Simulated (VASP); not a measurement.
These are PBEsol GGA, VASP's PBE PAW potentials (set 64) (plane waves; VASP) values and carry that method's errors.

VASP input:

### KPOINTS
```
Automatic mesh
0
Gamma
10 10 10
0 0 0
```

POSCAR:
```
HfSi
1
    3.2479963136    -0.0000000000     0.0000000000
   -0.0000000000     3.2479963136    -0.0000000000
   -0.0000000000    -0.0000000000     3.2479963136
Hf Si
1 1
Direct
  0.0000000000   0.0000000000   0.0000000000
  0.5000000000   0.5000000000   0.5000000000
```

**INCAR**
```
# general
SYSTEM  = HfSi
PREC    = Accurate
ENCUT   = 400
LREAL   = .False.
LASPH   = .True.

# electronic loop
EDIFF   = 1E-6
NELM    = 100
ALGO    = Normal
LMAXMIX = 6

# smearing
ISMEAR  = 1
SIGMA   = 0.1

# functional
GGA     = PS

# ions
IBRION  = 2
NSW     = 60
ISIF    = 3
EDIFFG  = -0.01

# output
LWAVE   = .False.
LCHARG  = .False.
```

POTCAR, in this order: Hf_pv Si (PBE.64 set). Program: vasp_std.

Output

### OSZICAR
```
       N       E                     dE             d eps       ncg     rms          rms(c)
DAV:   1     0.153391033687E+02    0.15339E+02   -0.64590E+03  1240   0.936E+02
DAV:   2    -0.165825296788E+02   -0.31922E+02   -0.30423E+02  1557   0.172E+02
DAV:   3    -0.176021638755E+02   -0.10196E+01   -0.10006E+01  1601   0.226E+01
DAV:   4    -0.176124280988E+02   -0.10264E-01   -0.10192E-01  1494   0.239E+00
DAV:   5    -0.176125528841E+02   -0.12479E-03   -0.12475E-03  1553   0.230E-01    0.432E+01
DAV:   6    -0.169708024675E+02    0.64175E+00   -0.24618E+00  1401   0.790E+00    0.286E+01
DAV:   7    -0.169123789293E+02    0.58424E-01   -0.19951E-01  1534   0.342E+00    0.438E+00
DAV:   8    -0.169105527950E+02    0.18261E-02   -0.65641E-03  1503   0.554E-01    0.589E-01
DAV:   9    -0.169103059355E+02    0.24686E-03   -0.18731E-03  1500   0.342E-01    0.169E-01
DAV:  10    -0.169102724010E+02    0.33535E-04   -0.26131E-04  1439   0.861E-02    0.574E-02
DAV:  11    -0.169102715010E+02    0.90001E-06   -0.10879E-05  1511   0.203E-02    0.605E-03
DAV:  12    -0.169102710924E+02    0.40858E-06   -0.98155E-07   913   0.486E-03
   1 F= -.16910271E+02 E0= -.16909801E+02  d E =-.169103E+02
       N       E                     dE             d eps       ncg     rms          rms(c)
DAV:   1    -0.169104012928E+02   -0.12979E-03   -0.34167E-03  1295   0.518E-01    0.112E-01
DAV:   2    -0.169102985569E+02    0.10274E-03   -0.17862E-04  1328   0.114E-01    0.569E-02
DAV:   3    -0.169102696716E+02    0.28885E-04   -0.65523E-05  1464   0.685E-02    0.493E-02
DAV:   4    -0.169102681346E+02    0.15370E-05   -0.16696E-06   993   0.101E-02    0.323E-02
DAV:   5    -0.169102672036E+02    0.93097E-06   -0.11446E-06   764   0.736E-03
   2 F= -.16910267E+02 E0= -.16909788E+02  d E =0.388878E-05
       N       E                     dE             d eps       ncg     rms          rms(c)
DAV:   1    -0.169103162266E+02   -0.48092E-04   -0.95639E-04  1286   0.274E-01    0.589E-02
DAV:   2    -0.169102875879E+02    0.28639E-04   -0.50476E-05  1295   0.607E-02    0.300E-02
DAV:   3    -0.169102797341E+02    0.78538E-05   -0.18089E-05  1434   0.360E-02    0.260E-02
DAV:   4    -0.169102794880E+02    0.24612E-06   -0.47932E-07   688   0.540E-03
   3 F= -.16910279E+02 E0= -.16909806E+02  d E =-.839560E-05
```

File OUTCAR:
```
------------------------ aborting loop because EDIFF is reached ----------------------------------------
  FORCE on cell =-STRESS in cart. coord.  units (eV):
  Direction    XX          YY          ZZ          XY          YZ          ZX
  --------------------------------------------------------------------------------------
  Total       -0.0037760     -0.0037760     -0.0037760      0.0000000      0.0000000      0.0000000
  in kB       -0.1764203     -0.1764203     -0.1764203      0.0000000      0.0000000      0.0000000
  external PRESSURE =      -0.1764203 kB  Pullay stress =       0.0000000 kB
  volume of cell :       34.29
      direct lattice vectors                 reciprocal lattice vectors
     3.248863389 -0.000000000  0.000000000     0.307799954 -0.000000000  0.000000000
     0.000000000  3.248863389  0.000000000     0.000000000  0.307799954  0.000000000
    -0.000000000  0.000000000  3.248863389    -0.000000000 -0.000000000  0.307799954
 POSITION                                       TOTAL-FORCE (eV/Angst)
 -----------------------------------------------------------------------------------
      0.00000      0.00000      0.00000        -0.000000      0.000000      0.000000
      1.62443      1.62443      1.62443         0.000000      0.000000      0.000000
 -----------------------------------------------------------------------------------
    total drift:                                0.000000      0.000000      0.000000
  FREE ENERGIE OF THE ION-ELECTRON SYSTEM (eV)
  ---------------------------------------------------
  free  energy   TOTEN  =       -16.9102794880 eV

  energy  without entropy=      -16.9088575905  energy(sigma->0) =      -16.90980552

 reached required accuracy - stopping structural energy minimisation
```
(Selected blocks of OUTCAR.)

**CONTCAR**
```
HfSi
   1.00000000000000
     3.2488633885377500   -0.0000000000000000    0.0000000000000000
     0.0000000000000000    3.2488633885377500    0.0000000000000000
    -0.0000000000000000    0.0000000000000000    3.2488633885377500
  Hf              Si
     1     1
Direct
     0.0000000000000000    0.0000000000000000    0.0000000000000000
     0.5000000000000000    0.5000000000000000    0.5000000000000000
```

The structure was generated: HfSi was put into the CsCl type type (Pm-3m), which need not be its known phase. This run relaxes it. Symmetry was kept, so distortions that lower it aren't found. The start is the result of an earlier pass.
